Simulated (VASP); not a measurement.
OSZICAR of a VASP run on GaAs (zinc blende):

OSZICAR:
```
       N       E                     dE             d eps       ncg     rms          rms(c)
DAV:   1     0.754806302492E+02    0.75481E+02   -0.88331E+03   762   0.183E+03
DAV:   2    -0.310857698887E+01   -0.78589E+02   -0.75388E+02   814   0.313E+02
DAV:   3    -0.918686307687E+01   -0.60783E+01   -0.60487E+01   949   0.742E+01
DAV:   4    -0.928570533504E+01   -0.98842E-01   -0.98800E-01   902   0.105E+01
DAV:   5    -0.928706876842E+01   -0.13634E-02   -0.13634E-02   919   0.107E+00    0.294E+00
DAV:   6    -0.912108982153E+01    0.16598E+00   -0.27820E-01  1169   0.113E+01    0.174E+00
DAV:   7    -0.908884570664E+01    0.32244E-01   -0.69111E-02  1128   0.247E+00    0.538E-01
DAV:   8    -0.908694173451E+01    0.19040E-02   -0.95423E-03   879   0.137E+00    0.980E-02
DAV:   9    -0.908710786899E+01   -0.16613E-03   -0.77663E-04   937   0.399E-01    0.449E-02
DAV:  10    -0.908713594159E+01   -0.28073E-04   -0.55407E-05  1057   0.804E-02    0.242E-02
DAV:  11    -0.908715676386E+01   -0.20822E-04   -0.26395E-05   859   0.580E-02    0.217E-03
DAV:  12    -0.908715682735E+01   -0.63494E-07   -0.84464E-07   881   0.155E-02
   1 F= -.34376382E+01 E0= -.34376382E+01  d E =-.343764E+01
       N       E                     dE             d eps       ncg     rms          rms(c)
DAV:   1    -0.477656838983E+02   -0.38679E+02   -0.31871E+02   964   0.265E+02    0.520E+01
DAV:   2    -0.201601375403E+02    0.27606E+02   -0.40389E+02   754   0.782E+02    0.121E+01
DAV:   3    -0.860793116089E+01    0.11552E+02   -0.37360E+01   934   0.918E+01    0.747E+00
DAV:   4    -0.675047423711E+01    0.18575E+01   -0.11509E+01   954   0.802E+01    0.372E+00
DAV:   5    -0.633938299507E+01    0.41109E+00   -0.33788E+00   944   0.683E+01    0.292E+00
DAV:   6    -0.636244575210E+01   -0.23063E-01   -0.20853E-01   784   0.478E+00    0.270E+00
DAV:   7    -0.637651225046E+01   -0.14066E-01   -0.21218E-01  1087   0.119E+01    0.446E+00
DAV:   8    -0.644016630080E+01   -0.63654E-01   -0.70546E-01   774   0.811E+00    0.428E+00
DAV:   9    -0.659074609361E+01   -0.15058E+00   -0.23799E-01  1248   0.106E+01    0.834E+00
DAV:  10    -0.638775588060E+01    0.20299E+00   -0.20222E-01   795   0.361E+00    0.395E+00
DAV:  11    -0.635079377819E+01    0.36962E-01   -0.46551E-02  1001   0.209E+00    0.202E+00
DAV:  12    -0.633730606172E+01    0.13488E-01   -0.13858E-02  1196   0.220E+00    0.108E+00
DAV:  13    -0.633298183897E+01    0.43242E-02   -0.69226E-03  1189   0.141E+00    0.420E-01
DAV:  14    -0.633244403062E+01    0.53781E-03   -0.11424E-03  1145   0.455E-01    0.176E-01
DAV:  15    -0.633227180770E+01    0.17222E-03   -0.28531E-04  1154   0.268E-01    0.915E-02
DAV:  16    -0.633224971358E+01    0.22094E-04   -0.55121E-05   924   0.710E-02    0.513E-02
DAV:  17    -0.633224302938E+01    0.66842E-05   -0.18588E-05  1136   0.642E-02    0.824E-03
DAV:  18    -0.633224361831E+01   -0.58893E-06   -0.38675E-06  1167   0.268E-02    0.103E-02
DAV:  19    -0.633224316664E+01    0.45167E-06   -0.70141E-07  1035   0.167E-02    0.507E-03
DAV:  20    -0.633224306660E+01    0.10005E-06   -0.28655E-07   832   0.972E-03    0.916E-04
DAV:  21    -0.633224306630E+01    0.29422E-09   -0.31866E-08   382   0.147E-03
   2 F= -.26767864E+01 E0= -.26767764E+01  d E =0.760852E+00
       N       E                     dE             d eps       ncg     rms          rms(c)
DAV:   1    -0.184906278673E+02   -0.12158E+02   -0.16483E+02   934   0.429E+02    0.172E+01
DAV:   2    -0.112001971277E+02    0.72904E+01   -0.10314E+01   929   0.623E+01    0.865E+00
DAV:   3    -0.892084291569E+01    0.22794E+01   -0.42700E+00   994   0.450E+01    0.106E+00
DAV:   4    -0.875595609645E+01    0.16489E+00   -0.63911E-01   909   0.202E+01    0.731E-01
DAV:   5    -0.874047622301E+01    0.15480E-01   -0.76407E-02   936   0.695E+00    0.408E-01
DAV:   6    -0.873383222975E+01    0.66440E-02   -0.27778E-02   914   0.409E+00    0.512E-02
DAV:   7    -0.873385074500E+01   -0.18515E-04   -0.31264E-03  1024   0.129E+00    0.487E-02
DAV:   8    -0.873382884523E+01    0.21900E-04   -0.67253E-04   909   0.458E-01    0.169E-02
DAV:   9    -0.873382761729E+01    0.12279E-05   -0.38081E-05  1025   0.138E-01    0.142E-02
DAV:  10    -0.873382763717E+01   -0.19875E-07   -0.98978E-06   904   0.620E-02    0.247E-03
DAV:  11    -0.873382763210E+01    0.50732E-08   -0.49539E-07   877   0.138E-02
   3 F= -.39795362E+01 E0= -.39795362E+01  d E =-.541898E+00
       N       E                     dE             d eps       ncg     rms          rms(c)
DAV:   1    -0.870629492201E+01    0.27533E-01   -0.15940E-01   989   0.921E+00    0.654E-01
DAV:   2    -0.869643278378E+01    0.98621E-02   -0.18083E-02   949   0.404E+00    0.291E-01
DAV:   3    -0.869406271099E+01    0.23701E-02   -0.23642E-03   994   0.120E+00    0.718E-02
DAV:   4    -0.869381090607E+01    0.25180E-03   -0.28738E-04   913   0.259E-01    0.199E-02
DAV:   5    -0.869378842489E+01    0.22481E-04   -0.13064E-05   972   0.534E-02    0.758E-03
DAV:   6    -0.869378697548E+01    0.14494E-05   -0.19546E-06  1067   0.224E-02    0.353E-03
DAV:   7    -0.869378697252E+01    0.29568E-08   -0.15618E-07   492   0.899E-03
   4 F= -.39819104E+01 E0= -.39819104E+01  d E =-.544272E+00
       N       E                     dE             d eps       ncg     rms          rms(c)
DAV:   1    -0.867850841769E+01    0.15279E-01   -0.27859E-02   989   0.389E+00    0.273E-01
DAV:   2    -0.867679159432E+01    0.17168E-02   -0.31140E-03   949   0.165E+00    0.122E-01
DAV:   3    -0.867637783250E+01    0.41376E-03   -0.42212E-04   999   0.511E-01    0.296E-02
DAV:   4    -0.867633492885E+01    0.42904E-04   -0.50966E-05   918   0.112E-01    0.824E-03
DAV:   5    -0.867633128028E+01    0.36486E-05   -0.22901E-06   977   0.225E-02    0.323E-03
DAV:   6    -0.867633106432E+01    0.21596E-06   -0.37115E-07   769   0.101E-02    0.147E-03
DAV:   7    -0.867633106236E+01    0.19663E-08   -0.30616E-08   387   0.405E-03
   5 F= -.39820631E+01 E0= -.39820631E+01  d E =-.544425E+00
       N       E                     dE             d eps       ncg     rms          rms(c)
DAV:   1    -0.868441952674E+01   -0.80885E-02   -0.53264E-03   989   0.171E+00    0.119E-01
DAV:   2    -0.868409344477E+01    0.32608E-03   -0.58385E-04   949   0.699E-01    0.533E-02
DAV:   3    -0.868401258240E+01    0.80862E-04   -0.82890E-05   994   0.227E-01    0.127E-02
DAV:   4    -0.868400377206E+01    0.88103E-05   -0.97738E-06   936   0.503E-02    0.362E-03
DAV:   5    -0.868400286052E+01    0.91154E-06   -0.44159E-07   843   0.100E-02    0.142E-03
DAV:   6    -0.868400276108E+01    0.99436E-07   -0.76761E-08   397   0.494E-03
   6 F= -.39820577E+01 E0= -.39820577E+01  d E =0.538889E-05
       N       E                     dE             d eps       ncg     rms          rms(c)
DAV:   1    -0.867996668778E+01    0.40362E-02   -0.15654E-03   989   0.926E-01    0.646E-02
DAV:   2    -0.867987026622E+01    0.96422E-04   -0.17358E-04   949   0.385E-01    0.290E-02
DAV:   3    -0.867984730884E+01    0.22957E-04   -0.24128E-05   994   0.122E-01    0.695E-03
DAV:   4    -0.867984511899E+01    0.21899E-05   -0.28552E-06   920   0.269E-02    0.197E-03
DAV:   5    -0.867984497261E+01    0.14638E-06   -0.10785E-07   427   0.541E-03    0.676E-04
DAV:   6    -0.867984498118E+01   -0.85656E-08   -0.42015E-08   377   0.317E-03
   7 F= -.39820724E+01 E0= -.39820724E+01  d E =-.936740E-05
```

Question: Which electronic solver shows in the log?

Answer: It is blocked Davidson (ALGO = Normal, or the opening steps of other solvers). The INCAR had ALGO = Normal.

Question: Can the final energy be trusted as converged?

Answer: The run converged. It stopped with EDIFF = 1E-7, NELM = 100, NSW = 40 and EDIFFG = -0.01 after 7 ionic steps (PBEsol GGA, plane waves, VASP's PBE PAW potentials (set 64)). Energy and stress use the plane-wave basis of the starting cell.

The compound is GaAs in the zinc blende structure. This run relaxes it under an external pressure of 20 GPa. Symmetry was kept, so distortions that lower it aren't found.
